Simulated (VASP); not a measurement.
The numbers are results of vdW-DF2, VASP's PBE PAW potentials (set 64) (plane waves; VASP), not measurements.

VASP input:

File POSCAR:
```
PbS
1
    0.0000000000     2.9700000000     2.9700000000
    2.9700000000     0.0000000000     2.9700000000
    2.9700000000     2.9700000000     0.0000000000
Pb S
1 1
Direct
  0.0000000000   0.0000000000   0.0000000000
  0.5000000000   0.5000000000   0.5000000000
```

File KPOINTS:
```
Regular mesh
0
gamma
 7 7 7
```

**INCAR**
```
AGGAC  =  0.0
ALGO  =  Normal
EDIFF  =  1E-6
EDIFFG  =  -0.01
ENCUT  =  520
GGA  =  ML
IBRION  =  2
ISIF  =  3
ISMEAR  =  0
LASPH  =  .TRUE.
LCHARG  =  .FALSE.
LMAXMIX  =  4
LREAL  =  .FALSE.
LUSE_VDW  =  .TRUE.
LWAVE  =  .FALSE.
NELM  =  100
NSW  =  60
PREC  =  Accurate
SIGMA  =  0.05
SYSTEM  =  PbS
ZAB_VDW  =  -1.8867
```

POTCAR, in this order: Pb_d S (PBE.64 set). Program: vasp_std.

Energy and stress use the plane-wave basis of the starting cell.

Task: Estimate the energy per atom (σ→0), volume per atom.

Result: 
The energy per atom (σ→0) is -1.934 eV/atom and the volume per atom comes out as 29.38 Å³/atom.

File OSZICAR:
```
...
DAV:   3    -0.386834191588E+01    0.47769E-01   -0.20285E-01   692   0.779E+00    0.352E-01
DAV:   4    -0.386859024377E+01   -0.24833E-03   -0.48790E-03   772   0.670E-01    0.210E-01
DAV:   5    -0.386875545665E+01   -0.16521E-03   -0.49824E-04   596   0.198E-01    0.697E-02
DAV:   6    -0.386877130513E+01   -0.15848E-04   -0.93219E-05   804   0.802E-02    0.155E-02
DAV:   7    -0.386875960746E+01    0.11698E-04   -0.11120E-05   560   0.274E-02    0.800E-03
DAV:   8    -0.386875814272E+01    0.14647E-05   -0.71486E-07   388   0.761E-03    0.371E-03
DAV:   9    -0.386875790993E+01    0.23279E-06   -0.16491E-07   280   0.507E-03
   3 F= -.38687579E+01 E0= -.38687579E+01  d E =-.124990E+00
```

The compound is PbS in the rock salt structure. This run relaxes it. Symmetry was kept, so distortions that lower it aren't found.
